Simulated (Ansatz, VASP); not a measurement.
# Mo3AuN (Mo3AuN antiperovskite) in two plane-wave programs

Aim: how closely do two programs agree when they are given the same cell, functional and k mesh? The cell is generated by rule, not measured, and may not be a known phase. The cell is taken from a series of runs on this material, whose earlier steps may have relaxed, scaled, displaced or heated it; both programs get it as it stands.

Calculated with Ansatz 0.2.0; plane waves, with VASP 6.6.1 beside it; relaxation of cell and atoms at PBEsol.

The structure was built from a prototype and need not be the compound's stable phase.

### Step 1. The starting structure

The structure is cubic, space group Pm-3m (No. 221). The conventional cell has a = 4.079 Å, b = 4.079 Å, c = 4.079 Å, α = 90.00°, β = 90.00°, γ = 90.00°. Nearest to Au lie 12 Mo at 2.88 Å. Nearest to Mo lie 2 N at 2.04 Å. N has 6 Mo at 2.04 Å nearest. Farther neighbours and most contacts between anions are not listed.

### Step 2. VASP: relaxation of cell and atoms, PBEsol

The relaxed volume is the usual yardstick between codes: in a stiff, nearly cubic crystal its relative difference is about their pressure difference at one cell divided by the bulk modulus.

Lines of VASP's logs that name or quote its potential files are left out, and so is its time.

The input, INCAR:

```
SYSTEM = Mo3AuN
PREC = Accurate
ENCUT = 600
EDIFF = 1E-07
NELM = 120
ISMEAR = 0
SIGMA = 0.1
LREAL = .FALSE.
ALGO = Normal
GGA = PS
NBANDS = 35
LASPH = .TRUE.
LORBIT = 11
LWAVE = .FALSE.
LCHARG = .FALSE.
ISIF = 3
IBRION = 2
NSW = 80
EDIFFG = -0.005
GGA_COMPAT = .FALSE.
NELMIN = 4
KPAR = 2
```

The input, POSCAR:

```
Mo3AuN
1.0
    4.0789100000      0.0000000000      0.0000000000
    0.0000000000      4.0789100000      0.0000000000
    0.0000000000      0.0000000000      4.0789100000
Au Mo N
1 3 1
Direct
    0.0000000000      0.0000000000      0.0000000000
    0.5000000000      0.5000000000      0.0000000000
    0.5000000000      0.0000000000      0.5000000000
    0.0000000000      0.5000000000      0.5000000000
    0.5000000000      0.5000000000      0.5000000000
```

The input, KPOINTS:

```
Automatic mesh
0
Gamma
6 6 6
0 0 0
```

The projector-augmented-wave data sets are Au, Mo_sv and N (PBE family, release 64).

On the command line:

```sh
> mpirun -np 2 vasp_std
```

Numbers of over 12 decimals in the logs are rounded to 6 here.

What it wrote:

```text
[banner, memory and clock lines left out]
running    2 mpi-ranks, on    1 nodes
 distrk:  each k-point on    1 cores,    2 groups
 distr:  one band on    1 cores,    1 groups

 POSCAR found type information on POSCAR AuMoN
 POSCAR found :  3 types and       5 ions
|                                                                             |
|               ----> ADVICE to this user running VASP <----                  |
|                                                                             |
|     You enforced a specific xc type in the INCAR file but a different       |
|     [... a line on the potential file left out ...]
|     I HOPE YOU KNOW WHAT YOU ARE DOING!                                     |
|                                                                             |

 LDA part: xc-table for (Slater+PW92), standard interpolation
 POSCAR, INCAR and KPOINTS ok, starting setup
 FFT: planning ... GRIDC
 FFT: planning ... GRID_SOFT
 FFT: planning ... GRID
 WAVECAR not read
 entering main loop
       N       E                     dE             d eps       ncg     rms          rms(c)
DAV:   1     0.701168745509E+03    0.70117E+03   -0.38249E+04  1400   0.192E+03
DAV:   2    -0.210377568614E+02   -0.72221E+03   -0.70971E+03  1516   0.540E+02
DAV:   3    -0.543033044919E+02   -0.33266E+02   -0.32185E+02  1776   0.111E+02
DAV:   4    -0.549620992689E+02   -0.65879E+00   -0.65313E+00  1621   0.139E+01
DAV:   5    -0.549733439745E+02   -0.11245E-01   -0.11224E-01  1734   0.172E+00    0.427E+01
DAV:   6    -0.492662255747E+02    0.57071E+01   -0.33465E+01  1623   0.334E+01    0.152E+01
DAV:   7    -0.489336777969E+02    0.33255E+00   -0.30299E+00  1563   0.111E+01    0.685E+00
DAV:   8    -0.488652205186E+02    0.68457E-01   -0.59554E-01  1551   0.430E+00    0.269E+00
DAV:   9    -0.488478471611E+02    0.17373E-01   -0.45776E-02  1664   0.123E+00    0.712E-01
DAV:  10    -0.488463572076E+02    0.14900E-02   -0.14127E-02  1711   0.714E-01    0.166E-01
DAV:  11    -0.488460655850E+02    0.29162E-03   -0.32712E-03  1734   0.283E-01    0.482E-02
DAV:  12    -0.488460477521E+02    0.17833E-04   -0.33047E-04  1709   0.894E-02    0.274E-02
DAV:  13    -0.488460484883E+02   -0.73620E-06   -0.16234E-05  1627   0.229E-02    0.915E-03
DAV:  14    -0.488460472714E+02    0.12169E-05   -0.72674E-06  1696   0.118E-02    0.188E-03
DAV:  15    -0.488460472072E+02    0.64171E-07   -0.48656E-07  1332   0.351E-03
   1 F= -.48846047E+02 E0= -.48834659E+02  d E =-.488460E+02
 curvature:   0.00 expect dE= 0.000E+00 dE for cont linesearch  0.000E+00
 trial: gam= 0.00000 g(F)=  0.000E+00 g(S)=  0.107E-01 ort = 0.000E+00 (trialstep = 0.100E+01)
 search vector abs. value=  0.107E-01
 bond charge predicted
       N       E                     dE             d eps       ncg     rms          rms(c)
DAV:   1    -0.490456622818E+02   -0.19962E+00   -0.56092E+00  1424   0.194E+01    0.467E+00
DAV:   2    -0.488510426793E+02    0.19462E+00   -0.60321E-01  1424   0.555E+00    0.112E+00
DAV:   3    -0.488374823703E+02    0.13560E-01   -0.74990E-02  1528   0.174E+00    0.451E-01
DAV:   4    -0.488378355580E+02   -0.35319E-03   -0.33391E-03  1655   0.367E-01    0.307E-01
DAV:   5    -0.488379622343E+02   -0.12668E-03   -0.60876E-04  1514   0.174E-01    0.125E-01
DAV:   6    -0.488380167173E+02   -0.54483E-04   -0.11805E-04  1524   0.740E-02    0.272E-02
DAV:   7    -0.488380147913E+02    0.19260E-05   -0.20662E-05  1742   0.258E-02    0.809E-03
DAV:   8    -0.488380143051E+02    0.48614E-06   -0.37479E-06  1586   0.113E-02    0.220E-03
DAV:   9    -0.488380142555E+02    0.49605E-07   -0.34297E-07  1198   0.301E-03
   2 F= -.48838014E+02 E0= -.48826603E+02  d E =0.803295E-02
 trial-energy change:    0.008033  1 .order    0.007891   -0.010699    0.026481
 step:   0.2831(harm=  0.2878)  dis= 0.00000  next Energy=   -48.847558 (dE=-0.151E-02)
 bond charge predicted
       N       E                     dE             d eps       ncg     rms          rms(c)
DAV:   1    -0.489528909056E+02   -0.11488E+00   -0.28570E+00  1424   0.138E+01    0.359E+00
DAV:   2    -0.488550818932E+02    0.97809E-01   -0.29118E-01  1427   0.394E+00    0.774E-01
DAV:   3    -0.488472398793E+02    0.78420E-02   -0.43113E-02  1483   0.133E+00    0.368E-01
DAV:   4    -0.488473693442E+02   -0.12946E-03   -0.25461E-03  1481   0.326E-01    0.271E-01
DAV:   5    -0.488474820021E+02   -0.11266E-03   -0.34812E-04  1529   0.136E-01    0.116E-01
DAV:   6    -0.488475476516E+02   -0.65650E-04   -0.84268E-05  1517   0.608E-02    0.197E-02
DAV:   7    -0.488475508637E+02   -0.32121E-05   -0.90779E-06  1720   0.178E-02    0.666E-03
DAV:   8    -0.488475499670E+02    0.89668E-06   -0.17733E-06  1388   0.755E-03    0.154E-03
DAV:   9    -0.488475500894E+02   -0.12237E-06   -0.11107E-07   797   0.245E-03    0.544E-04
DAV:  10    -0.488475500759E+02    0.13458E-07   -0.12035E-08   736   0.863E-04
   3 F= -.48847550E+02 E0= -.48836153E+02  d E =-.150287E-02
 curvature:  -0.14 expect dE=-0.271E-07 dE for cont linesearch -0.271E-07
 trial: gam= 0.00000 g(F)=  0.306E-62 g(S)=  0.188E-06 ort =-0.449E-04 (trialstep = 0.857E+00)
 search vector abs. value=  0.188E-06
 reached required accuracy - stopping structural energy minimisation
```

OUTCAR, selected parts (step 2):

```text
ion  position               nearest neighbor table
   1  0.000  0.000  0.000-   2 2.88   3 2.88   4 2.88   3 2.88   4 2.88   2 2.88   4 2.88   4 2.88
                             2 2.88   3 2.88   3 2.88   2 2.88
   2  0.500  0.500  0.000-   5 2.04   5 2.04   4 2.88   1 2.88   3 2.88   4 2.88   3 2.88   1 2.88
                             3 2.88   3 2.88   1 2.88   4 2.88   4 2.88   1 2.88
   3  0.500  0.000  0.500-   5 2.04   5 2.04   4 2.88   1 2.88   1 2.88   2 2.88   2 2.88   4 2.88
                             2 2.88   2 2.88   1 2.88   4 2.88   1 2.88   4 2.88
   4  0.000  0.500  0.500-   5 2.04   5 2.04   3 2.88   1 2.88   1 2.88   2 2.88   1 2.88   3 2.88
                             1 2.88   2 2.88   3 2.88   2 2.88   2 2.88   3 2.88
   5  0.500  0.500  0.500-   2 2.04   3 2.04   4 2.04   2 2.04   3 2.04   4 2.04

  LATTYP: Found a simple cubic cell.
 ALAT       =     4.0789100000

 Subroutine GETGRP returns: Found 48 space group operations
 (whereof 48 operations were pure point group operations)

The static configuration has the point symmetry O_h .

 Found     20 irreducible k-points:

   k-points           NKPTS =     20   k-points in BZ     NKDIM =     20   number of bands    NBANDS=     35

   dimension x,y,z NGX =    36 NGY =   36 NGZ =   36
   dimension x,y,z NGXF=    72 NGYF=   72 NGZF=   72

   ENCUT  =  600.0 eV  44.10 Ry    6.64 a.u.   8.15  8.15  8.15*2*pi/ulx,y,z

   NELECT =      58.0000    total number of electrons

 k-points in reciprocal lattice and weights: Automatic mesh
   0.00000000  0.00000000  0.00000000       0.005
   0.16666667  0.00000000  0.00000000       0.028
   0.33333333  0.00000000  0.00000000       0.028
   0.50000000  0.00000000  0.00000000       0.014
   0.16666667  0.16666667  0.00000000       0.056
   0.33333333  0.16666667  0.00000000       0.111
   0.50000000  0.16666667  0.00000000       0.056
   0.33333333  0.33333333  0.00000000       0.056
   0.50000000  0.33333333  0.00000000       0.056
[...]
0.50000000  0.50000000  0.33333333       0.028
   0.50000000  0.50000000  0.50000000       0.005

 average (electrostatic) potential at core
       1 -62.3429       2 -69.7751       3 -69.7751       4 -69.7751       5 -58.3975

 E-fermi :  11.9817

 k-point     1 :       0.0000    0.0000    0.0000
  band No.  band energies     occupation
    ...
     23       8.9475      2.00000
     24       8.9475      2.00000
     25       8.9475      2.00000
     26      10.8661      2.00000
     27      10.8661      2.00000
     28      13.1584      0.00000
     29      13.1584      0.00000
     30      13.4304      0.00000
     31      13.4304      0.00000
     32      13.4304      0.00000
    ...

 k-point     2 :       0.1667    0.0000    0.0000
  band No.  band energies     occupation
    ...
     23       8.7859      2.00000
     24       9.2109      2.00000
     25       9.2109      2.00000
     26      10.5142      2.00000
     27      10.9819      2.00000
     28      12.5901      0.00000
     29      12.5901      0.00000
     30      12.7682      0.00000
     31      13.0939      0.00000
     32      13.3629      0.00000
    ...

 k-point     3 :       0.3333    0.0000    0.0000
  band No.  band energies     occupation
    ...
     26       9.3104      2.00000
     27      11.3418      2.00000
     28      11.6928      1.99996
     29      12.0232      0.55683
     30      12.0232      0.55683
     31      12.8932      0.00000
     32      13.2455      0.00000
     33      13.7131      0.00000
     34      13.9452      0.00000
     35      13.9452      0.00000

  Total       -0.0025500     -0.0025500     -0.0025500      0.0000000      0.0000000     -0.0000000
  in kB       -0.0599042     -0.0599042     -0.0599042      0.0000000      0.0000000     -0.0000000
  external PRESSURE =      -0.0599042 kB  Pullay stress =       0.0000000 kB

  energy-cutoff  :      600.00
  volume of cell :       68.20
      direct lattice vectors                 reciprocal lattice vectors
     4.085683827  0.000000000  0.000000000     0.244757069  0.000000000  0.000000000
    -0.000000000  4.085683827  0.000000000    -0.000000000  0.244757069 -0.000000000
    -0.000000000  0.000000000  4.085683827    -0.000000000 -0.000000000  0.244757069

 POSITION                                       TOTAL-FORCE (eV/Angst)
 -----------------------------------------------------------------------------------
      0.00000      0.00000      0.00000         0.000000     -0.000000      0.000000
      2.04284      2.04284      0.00000         0.000000     -0.000000      0.000000
      2.04284      0.00000      2.04284        -0.000000      0.000000      0.000000
     -0.00000      2.04284      2.04284        -0.000000     -0.000000      0.000000
      2.04284      2.04284      2.04284         0.000000     -0.000000      0.000000
 -----------------------------------------------------------------------------------
    total drift:                                0.000000      0.000000      0.000000

  FREE ENERGIE OF THE ION-ELECTRON SYSTEM (eV)
  ---------------------------------------------------
  free  energy   TOTEN  =       -48.8475500759 eV

  energy  without entropy=      -48.8247565059  energy(sigma->0) =      -48.83615329

 reached required accuracy - stopping structural energy minimisation

 total charge
# of ion       s       p       d       tot
------------------------------------------
    1        0.677   0.591   8.547   9.815
    2        2.301   6.205   3.969  12.476
    3        2.301   6.205   3.969  12.476
    4        2.301   6.205   3.969  12.476
    5        1.248   2.574   0.000   3.823
--------------------------------------------------
tot          8.830  21.781  20.455  51.065

[... 3 further parts left out ...]
```

CONTCAR:

```
Mo3AuN
   1.00000000000000
     4.0856838267617501    0.0000000000000000    0.0000000000000000
    -0.0000000000000000    4.0856838267617501    0.0000000000000000
    -0.0000000000000000    0.0000000000000000    4.0856838267617501
  Au              Mo              N
     1     3     1
Direct
     0.0000000000000000    0.0000000000000000    0.0000000000000000
     0.5000000000000000    0.5000000000000000    0.0000000000000000
     0.5000000000000000    0.0000000000000000    0.5000000000000000
     0.0000000000000000    0.5000000000000000    0.5000000000000000
     0.5000000000000000    0.5000000000000000    0.5000000000000000
```

This run has no spin polarisation, so a moment on Mo, if there is one, isn't seen. The k-mesh is coarse for a metal.

[end of part 1 of 2]

[Lines on the potential files, build, host, timing and source positions are cut from VASP's logs without a mark.]

[Logs are printed without paths, hosts, clocks, repeated set-up lines and the standing remarks that a program may print on its own settings, such as how far it seeks lower states.]

[Hosts, paths, dates, database ids (printed as entryN), source tags and the programs' standing remarks are cut or masked in the printed files.]
